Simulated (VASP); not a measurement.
```xyz
4
Lattice="3.5728 0.0000 0.0000 0.0000 3.5728 0.0000 0.0000 0.0000 3.5728" Properties=species:S:1:pos:R:3 pbc="T T T"
Fe     0.0000     0.0000     0.0000
Ni     0.0000     1.7864     1.7864
Ni     1.7864     0.0000     1.7864
Ni     1.7864     1.7864     0.0000
```
Starting moments (μB, in the order of the record's atoms Fe Ni Ni Ni): 3.0 0.7 0.7 0.7.

Computed with revPBE GGA, VASP's PBE PAW potentials (set 64) (plane waves; VASP). Run with 520 eV cut-off, 10×10×10 Γ-centred mesh, tetrahedra with Blöchl corrections, potentials Fe Ni.

Q: Tabulate the total density of states (states/eV per cell) against energy (eV; zero at the valence-band maximum or, without a gap, the Fermi level).

A: 
```
E (eV) | DOS (states/eV)
    -9.90 |  0.00
    -9.59 |  0.00
    -9.17 |  0.00
    -8.86 |  0.01
    -8.54 |  0.14
    -8.23 |  0.23
    -7.81 | # 0.31
    -7.50 | # 0.36
    -7.19 | # 0.42
    -6.77 | # 0.51
    -6.46 | # 0.59
    -6.14 | # 0.68
    -5.83 | ## 0.77
    -5.41 | ## 1.07
    -5.10 | ##### 2.09
    -4.78 | ###### 2.97
    -4.37 | ######### 4.04
    -4.05 | ############# 6.13
    -3.74 | ############# 5.84
    -3.42 | ########## 4.38
    -3.01 | ################## 8.01
    -2.69 | #################### 9.09
    -2.38 | ################# 7.62
    -2.07 | ######################## 10.8
    -1.65 | ################## 8.08
    -1.34 | ##################### 9.77
    -1.02 | ############################## 13.7
    -0.60 | ########## 4.77
    -0.29 | ##### 2.24
     0.02 | ######## 3.54
     0.34 | ################ 7.13
     0.75 | ################ 7.26
     1.07 | ###### 2.64
     1.38 | #### 1.64
     1.80 | ## 1.06
     2.11 | ## 0.92
     2.43 | ## 1.12
     2.74 | ### 1.31
     3.16 | ### 1.14
     3.47 | ## 1.01
```
Within 2 eV below the Fermi level the largest weight inside VASP's projection spheres is Ni d.

The compound is Ni3Fe in the L1_2 structure. It was relaxed first.
